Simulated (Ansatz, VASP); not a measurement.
# AgF: VASP beside Ansatz, part 2 of 2

Wanted: the spread between two codes on one cell, functional and k mesh. The cell is generated by rule, not measured, and may not be a known phase. The cell is taken from a series of runs on this material, whose earlier steps may have relaxed, scaled, displaced or heated it; both programs get it as it stands.

VASP 6.6.1 and Ansatz 0.2.0.

So far: The starting structure; VASP: zone-centre phonons, PBEsol.

The structure was built from a prototype and need not be the compound's stable phase.

### 3. Ansatz: zone-centre phonons, PBEsol

Level of this step: Ansatz beside VASP: Kohn-Sham DFT, plane waves, PBEsol (Ansatz).

Ansatz runs on its default PAW (the set named soft_2) files.

The same cell, functional, mesh and smearing now go to Ansatz, which takes its cutoff from its data sets.

Input file input.yaml:

```yaml
crystal:
  lattice:
    - [2.9766464118, 2.5258e-06, 0.0]
    - [-1.4883253933, 2.5778501478, 0.0]
    - [0.0, 0.0, 6.9872588985]
  atoms:
    - { symbol: Ag, position: [0.0, 0.0, 0.0] }
    - { symbol: Ag, position: [0.0, 0.0, 0.5] }
    - { symbol: F, position: [0.3333333333, 0.6666666667, 0.25] }
    - { symbol: F, position: [0.6666666667, 0.3333333333, 0.75] }
kpoints:
  mp_grid: { grid: [15, 15, 6] }
hamiltonian:
  xc: pbesol
scf:
  occupations: { method: methfessel_paxton, width: 0.15 }
output:
  eigenvalues: true
phonons:
  method: dfpt
```

Run with:

```
ansatz run input.yaml --threads 8 --pin off --max-ram 14336MiB --backend cpu --events-out ev --progress --plain --runs-dir out
```

Numbers of over 12 decimals in the logs are rounded to 6 here.

Log:

```text
Engine: ansatz 0.2.0, aarch64-unknown-linux-gnu
Pseudopotentials: kind: paw
Pseudopotential: Ag, paw, valence charge 19, recommended cutoff 420 eV (normal), Ag.paw.azcp
Pseudopotential: F, paw, valence charge 7, recommended cutoff 420 eV (normal), F.paw.azcp
Functional definition: PBEsol
  exchange = pbesol_x
  correlation = pbesol_c
Crystal: 4 atoms, lattice volume = 53.616 Å³
Basis set: ecut = 420 eV, 1031 PW (Γ), exchange–correlation on 40×40×96 points (8 copies of the dense FFT grid, shifted against one another)
Bands: 32, of which v1, the nominal top of the filled ones, is band 26 counted from 1 (25 counted from 0)
Symmetry: 24 space group operations
k-points: 368 of 1350 (irreducible under 2 space group operations, time reversal used)
Non-local potential: Ag, projectors of the file, l = 0: 3, l = 1: 2, l = 2: 2, l = 3: 1
Non-local potential: F, projectors of the file, l = 0: 2, l = 1: 2, l = 2: 1
PAW form: soft (Blöchl's): semilocal exchange-correlation on the pseudo side does not see the compensation charge
PAW frozen core: Ag, regenerated for the run's functional, and the local potential with it (the file was generated under x = pbe(κ = 0.804, μ = 0.219515), c = pbe(β = 0.066725))
PAW frozen core: F, regenerated for the run's functional, and the local potential with it (the file was generated under x = pbe(κ = 0.804, μ = 0.219515), c = pbe(β = 0.066725))
PAW one-centre angular grid: Ag, 590 points (default); XC on 64 Gauss nodes
PAW one-centre angular grid: F, 110 points (default); XC on 64 Gauss nodes
Initial density: superposition of atomic densities (neutral atoms: chi_scale 0, normalization atom), corrected by the library's trained network
Initial wavefunctions: pseudopotential atomic-orbital guess
Functional: x = pbesol(κ = 0.804, μ = 0.123457), c = pbesol(β = 0.046)
SCF iter   1: F=—  HF=-16643.169960 eV  |F-HF|=—  |Δ(HF+E_count)|=         —  Δρ=1.79e-2  dr2=1.19e-1  ethr=1.77e-3  ⟨swp⟩=5.1  Hψ=40416  notcnv=0
preconditioner: auto → LDOS  [insulator: Δε(μ)=0.127 eV  Ē_g=13.345 eV  σ=0.150 eV  W_gap=0.52  n_scr=24 (ndim 8)  ℏωp=30.4 eV  f_vac=0.022  D(μ)=1.29/eV (n_scr^D=4)  ε∞_Penn≈6.2  β→1.0]
SCF iter   2: F=—  HF=-16643.202845 eV  |F-HF|=—  |Δ(HF+E_count)|=   3.29e-2  S|Δr|=    0.00e0  Δρ=2.41e-2  dr2=2.03e-1  ethr=2.29e-4  ⟨swp⟩=2.0  Hψ=25163  notcnv=0  defer=596
SCF iter   3: F=—  HF=-16643.144342 eV  |F-HF|=—  |Δ(HF+E_count)|=   5.85e-2  S|Δr|=    0.00e0  Δρ=7.38e-3  dr2=1.86e-2  ethr=2.29e-4  ⟨swp⟩=2.0  Hψ=18445  notcnv=0  defer=596
SCF iter   4: F=—  HF=-16643.138496 eV  |F-HF|=—  |Δ(HF+E_count)|=   5.85e-3  S|Δr|=    0.00e0  Δρ=6.49e-4  dr2=2.02e-4  ethr=3.58e-5  ⟨swp⟩=2.0  Hψ=17210  notcnv=0  defer=596
SCF iter   5: F=—  HF=-16643.138455 eV  |F-HF|=—  |Δ(HF+E_count)|=   4.04e-5  S|Δr|=    0.00e0  Δρ=6.86e-5  dr2=9.55e-7  ethr=3.88e-7  ⟨swp⟩=2.2  Hψ=17658  notcnv=0  defer=596
SCF iter   6: F=—  HF=-16643.138455 eV  |F-HF|=—  |Δ(HF+E_count)|=   5.55e-7  S|Δr|=    0.00e0  Δρ=7.76e-6  dr2=1.73e-8  ethr=1.84e-9  ⟨swp⟩=2.0  Hψ=19034  notcnv=0  defer=575
SCF iter   7: F=—  HF=-16643.138455 eV  |F-HF|=—  |Δ(HF+E_count)|=   5.88e-9  S|Δr|=    0.00e0  Δρ=6.63e-7  dr2=1.04e-10  ethr=3.32e-11  ⟨swp⟩=2.2  Hψ=17513  notcnv=0  defer=575
SCF iter   8: F=-16643.138455 eV  HF=-16643.138455 eV  |F-HF|=3.64e-12  |Δ(HF+E_count)|=  5.82e-11  S|Δr|=    0.00e0  Δρ=7.39e-8  dr2=1.22e-12  ethr=1.00e-12  ⟨swp⟩=9.0  Hψ=55456  notcnv=0
SCF 1 converged in 8 iterations: F = -16643.138455 eV  dr2 = 1.22e-12
  greatest PAW one-centre occupation: 1.001 electrons in one spin orbital (limit 2), on the Ag atom at site 0 (counted from 0), in its partial waves of l = 0
DFPT response loops at Γ: preconditioner auto → Kerker (q_TF=auto, 2.714 Å⁻¹) (partly filled bands, converged f_vac=0.022); β = 1.00, the filter's whole step (`scf.mixing.beta` (0.50) is not read by the response loops under this deck's `scf.mixing.preconditioner`; to damp them name `kerker` or `kerker_dos`, under which they read `scf.mixing.beta`, and type it under 1.00, their step now; both keys bind the ground state too); Broyden in place of MSR1
SCF converged after 8 iterations
Stability not checked: this state was not tested for a lower state beside it, because cold or Methfessel-Paxton smearing, or corrected tetrahedra, fill the levels in a way that the test cannot read (fill_not_monotonic; see scf.lower_state_search)
Free energy (F): -16643.138455 eV
Harris-Foulkes:  -16643.138455 eV  (|F-HF|=3.64e-12)
Internal energy: -16643.141764 eV  (E = F + TS)
E sigma→0 (E₀):  -16643.139282 eV
Entropy (-TS):   0.003309 eV (0.827 meV/atom)
Fermi energy:    10.616136 eV
--- Per-component energies (eV) ---
  E_band       = -609.414098
  E_kinetic    = 1466.056768
  E_local      = -5817.786074  (includes V_loc(G=0)·N_el)
  E_nonlocal   = 320.947798
  E_hartree    = 2524.705361
  E_xc         = -520.119752
  E_vxc        = -665.573812  (∫ρ·V_xc dr)
  E_paw        = -8061.922652  (= ΣΔE_a)
  E_vpaw       = -962.473889  (= ΣTr[D̂ρ^β])
  E_aug_tail   = 0.004425  (compensation charges beyond the density's cutoff)
  E_ewald      = -6555.758000
  E_core_change = 0.730363  (= ΣΔE_core)
  E_smearing   = 0.003309  (= −TS)
  E_closure    = 0.000000  (closes the sum)
  Σ components = -16643.138455   (vs F -16643.138455, Δ=0.00e0)
--- Band table (eV; the first three rows and the last of 368) ---
  k-point 0: bands = [... 22 lower, 9.3431, 9.3431, 10.0671, 10.0671, 10.1473, 14.4268, 16.2978, 23.0341, ... 2 higher]
  k-point 1: bands = [... 22 lower, 9.3885, 9.3885, 10.0214, 10.0214, 10.3692, 13.8274, 16.9609, 22.2531, ... 2 higher]
  k-point 2: bands = [... 22 lower, 9.5223, 9.5223, 9.8935, 9.8935, 10.9730, 12.8198, 18.1658, 20.9030, ... 2 higher]
  k-point 367: bands = [... 22 lower, 9.7233, 9.8887, 9.9260, 10.4058, 14.7599, 15.7001, 20.6720, 21.0028, ... 2 higher]
--- Phonons (Γ-DFPT): 4 representative perturbations + reference, on 368 of 1350 k-points (Σ response iterations 14) ---
  k mesh reduced under 2 symmetry operations, with k and −k counted as one. Each operation leaves every solved perturbation unchanged. A smaller set is not used because it would not reduce the number of displacements times k-points to solve
  ASR residual: 3.223e-5 → 0.000e0 eV/Å²; symmetrization residual: 1.215e-4 eV/Å²
  ASR residual per site (eV/Å²): 3.22e-5 3.22e-5 3.18e-5 3.18e-5
  Γ frequencies (cm⁻¹): -36.18 -36.18 0.00 0.00 0.00 37.28 37.28 105.00 105.00 169.48 268.25 325.72
  non-analytic LO–TO correction: not included (Born effective charges unavailable; polar crystals: no LO–TO splitting at Γ)
```

### 4. Side by side

Known differences besides the potentials themselves: the data sets hold 52 valence electrons in Ansatz (on its default PAW (the set named soft_2) files) and 36 in VASP; the cutoff is 420 eV in Ansatz and 600 eV in VASP; Ansatz makes its cores anew for this functional, VASP keeps those of its PBE data sets. Total energies have different zeros and are not compared.

The two programs side by side:

```
                                                   quantity  Ansatz   VASP  difference
optical mode 1 to 2 (imaginary, printed as negative) (cm⁻¹)   -36.2  -17.1       -19.1
                                 optical mode 3 to 4 (cm⁻¹)    37.3   37.0        +0.3
                                 optical mode 5 to 6 (cm⁻¹)   105.0  107.9     -2.66 %
                                      optical mode 7 (cm⁻¹)   169.5  169.4     +0.06 %
                                      optical mode 8 (cm⁻¹)   268.2  270.0     -0.65 %
                                      optical mode 9 (cm⁻¹)   325.7  324.3     +0.42 %
```

Modes are paired by rising frequency, not by their patterns, so a pair may set unlike modes beside each other; they are those without the splitting of longitudinal modes.

### 5. Other set-ups

Further runs change the set-up of one program: Ansatz's method, potentials or start, or VASP's data sets, cutoff or form of LDA. The table gives Ansatz less VASP for each quantity, since a change that brings one quantity closer may part another.

```
                                   run  optical mode 1 to 2 (imaginary, printed as negative) (cm⁻¹)  optical mode 3 to 4 (cm⁻¹)  optical mode 5 to 6 (%)  optical mode 7 (%)  optical mode 8 (%)  optical mode 9 (%)
                              as above                                                          -19                        0.32                     -2.7               0.057               -0.65                0.42
VASP with the data sets Ag_sv_GW and F                                                          -26                        -1.3                     -3.4                0.68               -0.41                0.32
```

### 6. What came out

| Quantity | Value |
| --- | --- |
| r.m.s. difference of the optical zone-centre modes, each program's sorted by frequency (zone-centre phonons, PBEsol) | 9.1 cm⁻¹ |
| difference in optical mode 5 to 6 (zone-centre phonons, PBEsol) | -2.7 % |

In words: The r.m.s. difference of the optical zone-centre modes, each program's sorted by frequency is 9.1 cm⁻¹ (zone-centre phonons, PBEsol). The data sets hold unlike numbers of valence electrons (52 in Ansatz and 36 in VASP), so part of the differences comes from the potentials. Among the rows given in per cent, the largest difference of the zone-centre phonons, PBEsol pair is in optical mode 5 to 6, -2.7 %. Zone-centre phonons, PBEsol, VASP with the data sets Ag_sv_GW and F: the difference in optical mode 1 to 2 (imaginary, printed as negative) goes from -19 to -26 cm⁻¹; the difference in optical mode 3 to 4 goes from 0.32 to -1.3 cm⁻¹; the difference in optical mode 5 to 6 goes from -2.7 to -3.4 %; the difference in optical mode 7 goes from 0.057 to 0.68 %; the difference in optical mode 8 goes from -0.65 to -0.41 %. Such differences can come from data sets, numerical settings and the points named under the comparisons, not from the functional's error against experiment.

[Lines on the potential files, build, host, timing and source positions are cut from VASP's logs without a mark.]

[Logs are printed without paths, hosts, clocks, repeated set-up lines and the standing remarks that a program may print on its own settings, such as how far it seeks lower states.]

[Hosts, paths, dates, database ids (printed as entryN), source tags and the programs' standing remarks are cut or masked in the printed files.]
